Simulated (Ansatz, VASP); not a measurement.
## Ga2Te3O in VASP and in Ansatz

```
CELL_PARAMETERS angstrom
2.08019 -5.42344 0.00000
2.08019 5.42344 0.00000
0.00000 0.00000 8.76049
ATOMIC_POSITIONS crystal
Ga 0.84148 0.15852 0.00000
Ga 0.15852 0.84148 0.00000
Te 0.50000 0.50000 0.16390
Te 0.50000 0.50000 0.83610
Te 0.00000 0.00000 0.50000
O 0.50000 0.50000 0.50000
```

Alike in both runs: functional PBE; k mesh 4 × 4 × 4; occupations gaussian, width 0.1 eV; no spin polarisation.

Ansatz relaxed the structure, and its values are those at the end. VASP's run is a single point on that final structure, the one shown.

|  | VASP | Ansatz |
| --- | --- | --- |
| version | VASP 6.6.1 | Ansatz 0.2.0 |
| potentials or method | VASP PAW PBE potentials, release 64 (Ga_d, Te, O) | scalar-relativistic, plane waves, PAW |
| plane-wave cutoff (eV) | 520 | 420 |
| valence electrons in the cell | 50 | 80 |

```tsv
	VASP	Ansatz	Ansatz less VASP
gap on the k mesh at the Fermi level (eV)	none	none	-
pressure (GPa)	0.1	0.1	+0.04
rms of the force components (eV/Å)	0.014	0.007	-0.0074
```

A gap of «none» marks a metal or a gap that the smearing closes. The two sets of potentials don't hold the same shells in valence.

Caveats: the k mesh is coarse (spacing up to 0.40 Å⁻¹), so the values aren't converged; this functional lacks dispersion, which binds the layers, so the pressure and a relaxed spacing across them are unreliable. The runs have no spin-orbit coupling, so splittings on Te are missing.
